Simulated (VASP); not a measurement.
These are G0W0 on PBE orbitals, VASP's PBE PAW potentials (set 64) (plane waves; VASP) values and carry that method's errors.

Input for VASP

### KPOINTS
```
kpoints
0
Gamma
  4 4 4
0 0 0
```

### INCAR
```
! general
SYSTEM      = CsI
PREC        = Normal
ENCUT       = 500
LREAL       = F
LASPH       = T
NBANDS      = 64

! electronic loop
ALGO        = EVGW0

! smearing
ISMEAR      = 0
SIGMA       = 0.01

! functional
GGA         = PE

! output
LWAVE       = F
LCHARG      = F

! other
NELMGW      = 1
NOMEGA      = 64
ENCUTGW     = 150
NBANDSGW    = 16
LSPECTRALGW = T
```

### POSCAR
```
CsI
1
    4.5700000000     0.0000000000     0.0000000000
    0.0000000000     4.5700000000     0.0000000000
    0.0000000000     0.0000000000     4.5700000000
Cs I
1 1
Direct
  0.0000000000   0.0000000000   0.0000000000
  0.5000000000   0.5000000000   0.5000000000
```

POTCAR, in this order: Cs_sv_GW I_GW (PBE.64 set). Program: vasp_std. Read from the step before: WAVECAR, WAVEDER.

The resulting files:

**OSZICAR**
```
energies w=
    0.000    0.000    0.532    0.000    1.063    0.000    1.591    0.000
    2.116    0.000    2.636    0.000    3.152    0.000    3.661    0.000
    4.164    0.000    4.660    0.000    5.149    0.000    5.632    0.000
    6.108    0.000    6.577    0.000    7.041    0.000    7.499    0.000
    7.953    0.000    8.402    0.000    8.848    0.000    9.291    0.000
    9.733    0.000   10.174    0.000   10.615    0.000   11.058    0.000
   11.503    0.000   11.951    0.000   12.404    0.000   12.862    0.000
   13.329    0.000   13.804    0.000   14.289    0.000   14.787    0.000
   15.299    0.000   15.828    0.000   16.375    0.000   16.944    0.000
   17.538    0.000   18.159    0.000   18.812    0.000   19.501    0.000
   20.233    0.000   21.011    0.000   21.845    0.000   22.741    0.000
   23.710    0.000   24.764    0.000   25.917    0.000   27.187    0.000
   28.594    0.000   30.167    0.000   31.938    0.000   33.952    0.000
   36.264    0.000   38.949    0.000   42.108    0.000   45.880    0.000
   50.466    0.000   56.157    0.000   63.406    0.000   72.945    0.000
   86.047    0.000  105.136    0.000  135.467    0.000  190.972    0.000
NQ=   1    0.0000    0.0000    0.0000,
 performed         77000 updates of chi_q(r,r)
NQ=   2    0.2500    0.0000    0.0000,
 performed        220000 updates of chi_q(r,r)
NQ=   3    0.5000    0.0000    0.0000,
 performed        328000 updates of chi_q(r,r)
NQ=   4    0.2500    0.2500    0.0000,
 performed        500000 updates of chi_q(r,r)
NQ=   5    0.5000    0.2500    0.0000,
 performed        672000 updates of chi_q(r,r)
NQ=   6    0.5000    0.5000    0.0000,
 performed        778000 updates of chi_q(r,r)
NQ=   7    0.2500    0.2500    0.2500,
 performed        909000 updates of chi_q(r,r)
NQ=   8    0.5000    0.2500    0.2500,
 performed       1068000 updates of chi_q(r,r)
NQ=   9    0.5000    0.5000    0.2500,
 performed       1207000 updates of chi_q(r,r)
NQ=  10    0.5000    0.5000    0.5000,
 performed       1284000 updates of chi_q(r,r)
 resolving degeneracies of screened two electron integrals
```

File OUTCAR:
```


 k-point   1 :       0.0000    0.0000    0.0000
  band No.  KS-energies  QP-energies   sigma(KS)   V_xc(KS)     V^pw_x(r,r')   Z            occupation Imag(sigma)

      1     -18.9192     -19.4462     -15.0894     -14.3262     -22.7828       0.6906       2.0000       1.2458
      2      -9.1934      -9.8423     -13.0583     -12.1120     -18.9528       0.6857       2.0000       1.1429
      3      -5.6238      -7.1080     -14.7791     -12.8991     -17.4334       0.7895       2.0000       0.0881
      4      -5.6238      -7.1080     -14.7791     -12.8991     -17.4334       0.7895       2.0000       0.0881
      5      -5.6238      -7.1080     -14.7791     -12.8991     -17.4334       0.7895       2.0000       0.0881
      6       1.3693       0.4091     -12.2901     -11.0753     -14.1383       0.7904       2.0000       0.0573
      7       1.3693       0.4091     -12.2901     -11.0753     -14.1383       0.7904       2.0000       0.0573
      8       1.3693       0.4091     -12.2901     -11.0753     -14.1383       0.7904       2.0000       0.0573
      9       5.3266       6.1172      -6.0651      -7.0106      -3.2115       0.8361       0.0000      -0.0516
     10       5.6522       6.4505      -5.9093      -6.8698      -3.1122       0.8311       0.0000      -0.0536
     11       5.6522       6.4505      -5.9093      -6.8698      -3.1122       0.8311       0.0000      -0.0536
     12       9.2335      10.7183      -7.1165      -8.9429      -4.0585       0.8130       0.0000      -0.0700
     13       9.2335      10.7183      -7.1165      -8.9429      -4.0585       0.8130       0.0000      -0.0700
     14       9.2335      10.7183      -7.1165      -8.9429      -4.0585       0.8130       0.0000      -0.0700
     15      11.6991      12.9179      -6.6157      -8.1452      -3.2923       0.7968       0.0000      -0.1138
     16      11.6991      12.9179      -6.6157      -8.1452      -3.2923       0.7968       0.0000      -0.1138

 k-point   2 :       0.2500    0.0000    0.0000
  band No.  KS-energies  QP-energies   sigma(KS)   V_xc(KS)     V^pw_x(r,r')   Z            occupation Imag(sigma)

      1     -18.9070     -19.4305     -15.1015     -14.3422     -22.7908       0.6894       2.0000       1.2349
      2      -9.1986      -9.8524     -13.0573     -12.0902     -18.9238       0.6760       2.0000       1.1139
      3      -5.6993      -7.1720     -14.6787     -12.8146     -17.3482       0.7900       2.0000       0.0951
      4      -5.5925      -7.0719     -14.8178     -12.9462     -17.4591       0.7905       2.0000       0.0844
      5      -5.5925      -7.0719     -14.8178     -12.9462     -17.4591       0.7905       2.0000       0.0844
      6       0.5243      -0.5685     -11.5206     -10.1278     -13.3972       0.7846       2.0000       0.0658
      7       1.2964       0.3245     -12.1814     -10.9479     -14.0292       0.7879       2.0000       0.0580
      8       1.2964       0.3245     -12.1814     -10.9479     -14.0292       0.7879       2.0000       0.0580
      9       6.0141       6.8543      -5.9229      -6.9376      -3.0455       0.8280       0.0000      -0.0563
     10       6.4407       7.2947      -6.3305      -7.3618      -3.4346       0.8281       0.0000      -0.0560
     11       6.8968       7.8810      -6.5833      -7.7811      -3.6903       0.8216       0.0000      -0.0601
     12       9.1148      10.5025      -7.0050      -8.7171      -3.9046       0.8105       0.0000      -0.0727
     13       9.1148      10.5025      -7.0050      -8.7171      -3.9046       0.8105       0.0000      -0.0727
     14       9.4954      11.0225      -7.1634      -9.0511      -4.0308       0.8090       0.0000      -0.0755
     15       9.6061      10.5642      -6.0107      -7.1936      -2.7639       0.8099       0.0000      -0.0795
     16      11.7069      12.9272      -6.7838      -8.3365      -3.2345       0.7860       0.0000      -0.1319

 k-point   3 :       0.5000    0.0000    0.0000
  band No.  KS-energies  QP-energies   sigma(KS)   V_xc(KS)     V^pw_x(r,r')   Z            occupation Imag(sigma)

      1     -18.8947     -19.4146     -15.1138     -14.3585     -22.7989       0.6883       2.0000       1.2237
      2      -9.2070      -9.8708     -13.0533     -12.0616     -18.8879       0.6694       2.0000       1.0874
      3      -5.7589      -7.2136     -14.6112     -12.7709     -17.2986       0.7905       2.0000       0.1021
      4      -5.5606      -7.0358     -14.8582     -12.9954     -17.4856       0.7919       2.0000       0.0805
      5      -5.5606      -7.0358     -14.8582     -12.9954     -17.4856       0.7919       2.0000       0.0805
      6      -0.0927      -1.2925     -11.1989      -9.6559     -13.2130       0.7776       2.0000       0.0779
      7       1.2203       0.2349     -12.0658     -10.8133     -13.9129       0.7867       2.0000       0.0589
      8       1.2203       0.2349     -12.0658     -10.8133     -13.9129       0.7867       2.0000       0.0589
      9       6.6660       7.6310      -5.9835      -7.1563      -2.9136       0.8228       0.0000      -0.0640
     10       7.9283       8.8064      -6.4332      -7.5034      -3.4242       0.8205       0.0000      -0.0657
     11       8.1842       9.3353      -7.1065      -8.5302      -4.0394       0.8085       0.0000      -0.0740
     12       8.1929       8.9656      -5.8499      -6.7882      -2.8694       0.8235       0.0000      -0.0613
     13       9.3637      10.8181      -7.2495      -9.0604      -4.0774       0.8031       0.0000      -0.0810
     14       9.3637      10.8181      -7.2495      -9.0604      -4.0774       0.8031       0.0000      -0.0810
     15       9.8727      11.4828      -7.2698      -9.2781      -4.0200       0.8017       0.0000      -0.0850
     16      10.3611      11.4262      -6.4565      -7.7813      -3.1738       0.8040       0.0000      -0.0852

 k-point   4 :       0.2500    0.2500    0.0000
  band No.  KS-energies  QP-energies   sigma(KS)   V_xc(KS)     V^pw_x(r,r')   Z            occupation Imag(sigma)

      1     -18.8954     -19.4165     -15.1143     -14.3571     -22.7983       0.6882       2.0000       1.2273
      2      -9.1587      -9.8025     -13.0851     -12.1227     -18.9326       0.6689       2.0000       1.0952
      3      -5.8091      -7.3240     -14.5635     -12.6388     -17.2522       0.7871       2.0000       0.0993
      4      -5.6660      -7.1328     -14.7213     -12.8681     -17.3795       0.7915       2.0000       0.0919
      5      -5.5670      -7.0427     -14.8491     -12.9839     -17.4826       0.7911       2.0000       0.0820
      6       0.5139      -0.5865     -11.5368     -10.1317     -13.4363       0.7832       2.0000       0.0668
      7       0.9083      -0.1290     -12.0305     -10.7127     -13.9299       0.7872       2.0000       0.0616
      8       1.3160       0.3445     -12.1774     -10.9467     -14.0222       0.7894       2.0000       0.0579
      9       6.4749       7.3988      -6.2427      -7.3640      -3.3227       0.8240       0.0000      -0.0587
     10       6.6854       7.5883      -6.2707      -7.3615      -3.3781       0.8277       0.0000      -0.0564
     11       7.5278       8.5542      -6.4376      -7.6929      -3.4287       0.8177       0.0000      -0.0662
     12       8.2105       9.4594      -6.7296      -8.2531      -3.7509       0.8197       0.0000      -0.0631
     13       9.0907      10.2744      -6.9371      -8.4085      -3.7477       0.8045       0.0000      -0.0805
     14       9.4041      10.8333      -7.1140      -8.8894      -3.9404       0.8050       0.0000      -0.0794
     15      10.0320      11.0650      -6.2509      -7.5339      -2.9232       0.8051       0.0000      -0.0868
     16      11.2983      12.6721      -6.9097      -8.6365      -3.5898       0.7956       0.0000      -0.0997

 k-point   5 :       0.5000    0.2500    0.0000
  band No.  KS-energies  QP-energies   sigma(KS)   V_xc(KS)     V^pw_x(r,r')   Z            occupation Imag(sigma)

      1     -18.8837     -19.4040     -15.1271     -14.3722     -22.8060       0.6892       2.0000       1.2196
      2      -9.1196      -9.7598     -13.1124     -12.1526     -18.9375       0.6670       2.0000       1.0785
      3      -5.8667      -7.3632     -14.5012     -12.6022     -17.2104       0.7880       2.0000       0.1071
      4      -5.7828      -7.2950     -14.5899     -12.6711     -17.2695       0.7881       2.0000       0.0971
      5      -5.5411      -7.0142     -14.8815     -13.0227     -17.5066       0.7925       2.0000       0.0795
      6       0.2483      -0.8939     -11.5824     -10.1189     -13.5665       0.7805       2.0000       0.0712
      7       0.8738      -0.1713     -11.9806     -10.6509     -13.8880       0.7860       2.0000       0.0624
      8       1.3328       0.3631     -12.1639     -10.9362     -14.0035       0.7899       2.0000       0.0578
      9       6.4133       7.3036      -6.1707      -7.2490      -3.2477       0.8257       0.0000      -0.0581
     10       6.9771       7.9614      -6.4057      -7.5977      -3.5358       0.8258       0.0000      -0.0569
     11       8.2317       9.4539      -6.7032      -8.1953      -3.7111       0.8191       0.0000      -0.0638
     12       8.2863       9.5428      -6.8446      -8.3826      -3.8559       0.8170       0.0000      -0.0649
     13       8.3663       9.4630      -6.5164      -7.8673      -3.3374       0.8118       0.0000      -0.0762
     14       9.6097      10.5384      -6.3826      -7.5348      -3.1697       0.8061       0.0000      -0.0813
     15      10.4127      11.5312      -6.5478      -7.9564      -3.1267       0.7940       0.0000      -0.1008
     16      10.6627      12.0923      -6.9423      -8.7437      -3.6110       0.7936       0.0000      -0.0994

 k-point   6 :       0.5000    0.5000    0.0000
  band No.  KS-energies  QP-energies   sigma(KS)   V_xc(KS)     V^pw_x(r,r')   Z            occupation Imag(sigma)

      1     -18.8726     -19.3939     -15.1403     -14.3860     -22.8131       0.6911       2.0000       1.2156
      2      -9.0249      -9.6395     -13.1787     -12.2604     -19.0001       0.6694       2.0000       1.0751
      3      -5.9853      -7.5315     -14.3767     -12.4082     -17.1035       0.7854       2.0000       0.1115
      4      -5.9853      -7.5315     -14.3767     -12.4082     -17.1035       0.7854       2.0000       0.1115
      5      -5.5215      -6.9917     -14.9055     -13.0507     -17.5280       0.7927       2.0000       0.0784
...
```
(Selected blocks of OUTCAR.)

The mesh is coarse and the basis finite, so the quasiparticle values are not converged.

The compound is CsI in the CsCl type structure. The cell was not relaxed at this level.
